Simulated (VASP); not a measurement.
Data:

```
CELL_PARAMETERS angstrom
      3.10586     0.00000     0.00000
      0.00000     3.10586     0.00000
      0.00000     0.00000     3.10586
ATOMIC_POSITIONS crystal
  Nb 0.00000 0.00000 0.00000
  P  0.50000 0.50000 0.50000
```

All values below come from r2SCAN meta-GGA, VASP's PBE PAW potentials (set 64) (plane waves; VASP 6.6.1). Settings: 400 eV cut-off, 13×13×13 Γ-centred mesh, tetrahedra with Blöchl corrections, potentials Nb_sv P.

Task: Give the energies of bands 6 to 12 at the high-symmetry points, in eV from the Fermi level.

Result: 
```json
[
 {"band": "6", "Γ": "-3.57", "X": "-8.08", "M": "-4.93", "R": "-6.97"},
 {"band": "7", "Γ": "-3.57", "X": "-2.61", "M": "-4.93", "R": "-6.97"},
 {"band": "8", "Γ": "-0.05", "X": "-2.61", "M": "-2.95", "R": "-6.97"},
 {"band": "9", "Γ": "-0.05", "X": "-2.32", "M": "-0.20", "R": "3.66"},
 {"band": "10", "Γ": "-0.05", "X": "2.48", "M": "-0.20", "R": "3.66"},
 {"band": "11", "Γ": "1.93", "X": "3.59", "M": "1.61", "R": "3.66"},
 {"band": "12", "Γ": "1.93", "X": "5.10", "M": "2.68", "R": "4.03"}
]
```

It has no gap at this level: it comes out as a metal or semimetal.

The structure was generated: NbP was put into the CsCl type (Pm-3m), which need not be its known phase. It was relaxed first, which changed the volume by +13 %.
